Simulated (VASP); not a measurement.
Level of theory: LDA (Ceperley-Alder, Perdew-Zunger) + U (Dudarev), VASP's LDA PAW potentials (set 64) (plane waves; VASP 6.6.1).

Input for VASP

File POSCAR:
```
BaHfO3
4.170
  1.0000000000   0.0000000000   0.0000000000
  0.0000000000   1.0000000000   0.0000000000
  0.0000000000   0.0000000000   1.0000000000
Ba Hf O
1 1 3
Cartesian
  0.0026340000   0.0061910000  -0.0054310000
  0.4968970000   0.4973550000   0.4976880000
  0.5005240000  -0.0049820000   0.5049240000
  0.0061370000   0.5092700000   0.5065190000
  0.4938080000   0.4921660000  -0.0037000000
```

INCAR:
```
! general
SYSTEM    =  BaHfO3
PREC      =  Accurate
ENCUT     =  400
LREAL     =  .False.
LASPH     =  .True.

! electronic loop
EDIFF     =  1E-6
NELM      =  100
ALGO      =  Normal
LMAXMIX   =  6

! smearing
ISMEAR    =  -1
SIGMA     =  0.05

! DFT+U
LDAU      =  .True.
LDAUTYPE  =  2
LDAUL     =  -1 2 -1
LDAUU     =  0 8.0 0
LDAUJ     =  0 0 0

! ions
ISIF      =  2

! output
LWAVE     =  .False.
LCHARG    =  .False.
```

File KPOINTS:
```
Automatic mesh
0
Gamma
4 4 4
0 0 0
```

POTCAR, in this order: Ba_sv Hf_pv O (LDA.64 set). Program: vasp_std.

What VASP printed:

**OSZICAR**
```
       N       E                     dE             d eps       ncg     rms          rms(c)
DAV:   1     0.203651024159E+03    0.20365E+03   -0.18487E+04  1656   0.131E+03
DAV:   2    -0.406044839668E+02   -0.24426E+03   -0.23845E+03  2124   0.313E+02
DAV:   3    -0.505675709327E+02   -0.99631E+01   -0.99458E+01  2118   0.665E+01
DAV:   4    -0.507619044368E+02   -0.19433E+00   -0.19427E+00  2440   0.824E+00
DAV:   5    -0.507654541842E+02   -0.35497E-02   -0.35496E-02  2177   0.762E-01    0.620E+01
DAV:   6    -0.432705445326E+02    0.74949E+01   -0.43702E+01  1845   0.384E+01    0.566E+01
DAV:   7    -0.429984207265E+02    0.27212E+00   -0.23185E+00  2159   0.104E+01    0.381E+01
DAV:   8    -0.429217945544E+02    0.76626E-01   -0.67781E-01  2097   0.593E+00    0.751E+00
DAV:   9    -0.428951793764E+02    0.26615E-01   -0.12655E-01  2097   0.246E+00    0.286E+00
DAV:  10    -0.428946004022E+02    0.57897E-03   -0.13130E-02  2166   0.756E-01    0.141E+00
DAV:  11    -0.428944826017E+02    0.11780E-03   -0.90721E-04  2077   0.207E-01    0.137E-01
DAV:  12    -0.428944940609E+02   -0.11459E-04   -0.43373E-05  2133   0.452E-02    0.119E-01
DAV:  13    -0.428944973838E+02   -0.33229E-05   -0.90188E-06  2112   0.167E-02    0.870E-03
DAV:  14    -0.428944973354E+02    0.48345E-07   -0.32965E-07  1430   0.398E-03
   1 F= -.42894497E+02 E0= -.42894497E+02  d E =-.917929E-11
```

**OUTCAR**
```
------------------------ aborting loop because EDIFF is reached ----------------------------------------
  FORCE on cell =-STRESS in cart. coord.  units (eV):
  Direction    XX          YY          ZZ          XY          YZ          ZX
  --------------------------------------------------------------------------------------
  Total        0.3688912      0.2240807      0.2250723      0.0018222     -0.0071724     -0.0124058
  in kB        8.1508095      4.9511589      4.9730690      0.0402624     -0.1584777     -0.2741125
  external PRESSURE =       6.0250125 kB  Pullay stress =       0.0000000 kB
  volume of cell :       72.51
      direct lattice vectors                 reciprocal lattice vectors
     4.170000000  0.000000000  0.000000000     0.239808153  0.000000000  0.000000000
     0.000000000  4.170000000  0.000000000     0.000000000  0.239808153  0.000000000
     0.000000000  0.000000000  4.170000000     0.000000000  0.000000000  0.239808153
 POSITION                                       TOTAL-FORCE (eV/Angst)
 -----------------------------------------------------------------------------------
      0.01098      0.02582      4.14735        -0.053409     -0.173722      0.008727
      2.07206      2.07397      2.07536         0.770330     -0.003348     -0.096880
      2.08719      4.14923      2.10553         0.069485      0.368036     -0.114786
      0.02559      2.12366      2.11218        -0.918934     -0.174801     -0.129086
      2.05918      2.05233      4.15457         0.132529     -0.016165      0.332027
 -----------------------------------------------------------------------------------
    total drift:                                0.000137     -0.001151      0.000016
  FREE ENERGIE OF THE ION-ELECTRON SYSTEM (eV)
  ---------------------------------------------------
  free  energy   TOTEN  =       -42.8944973354 eV

  energy  without entropy=      -42.8944973354  energy(sigma->0) =      -42.89449734
```
(Selected blocks of OUTCAR.)

**OUTCAR**
```
 val. band max:        2.4422482541   @ k =   0.5000   0.5000   0.5000

 cond. band min:       6.9250017790   @ k =   0.0000   0.0000   0.0000


 Fermi energy:         3.6415156546

 k-point     1 :       0.0000    0.0000    0.0000
  band No.  band energies     occupation
      1     -27.4880      2.00000
      2     -27.4828      2.00000
      3     -27.4824      2.00000
      4     -22.6600      2.00000
      5     -14.0368      2.00000
      6     -13.2811      2.00000
      7     -13.2765      2.00000
      8      -7.8545      2.00000
      9      -7.8541      2.00000
     10      -7.8529      2.00000
     11       0.5923      2.00000
     12       0.5958      2.00000
     13       0.5990      2.00000
     14       1.3981      2.00000
     15       1.4044      2.00000
     16       1.4089      2.00000
     17       2.1268      2.00000
     18       2.1316      2.00000
     19       2.1334      2.00000
     20       6.9250      0.00000
     21       6.9409      0.00000
     22       7.0121      0.00000
     23       7.0282      0.00000

 k-point     2 :       0.2500    0.0000    0.0000
  band No.  band energies     occupation
      1     -27.5426      2.00000
      2     -27.4809      2.00000
      3     -27.4805      2.00000
      4     -22.6220      2.00000
      5     -14.0289      2.00000
      6     -13.2629      2.00000
      7     -13.0602      2.00000
      8      -7.8077      2.00000
      9      -7.8057      2.00000
     10      -7.7172      2.00000
     11      -0.3371      2.00000
     12       0.4365      2.00000
     13       0.4392      2.00000
     14       0.9567      2.00000
     15       1.0792      2.00000
     16       1.1117      2.00000
     17       1.1195      2.00000
     18       1.9407      2.00000
     19       1.9446      2.00000
     20       7.3751      0.00000
     21       7.8100      0.00000
     22       7.8687      0.00000
     23       8.2707      0.00000

 k-point     3 :       0.0000    0.2500    0.0000
...
```

At this cut-off the stress carries a Pulay error, which pulls relaxed volumes low. Unless said otherwise, spin-orbit coupling is left out, though it shifts the bands of the heavy elements here.

The structure is a typed BaHfO3 crystal. The cell was not relaxed at this level, atoms are displaced from their ideal sites. The run is one of a series of settings (LDAU = .TRUE., LDAUJ = 0 0 0, LDAUL = -1 2 -1, LDAUTYPE = 2, LDAUU = 0 8.0 0 against the base run), some of them coarse on purpose.
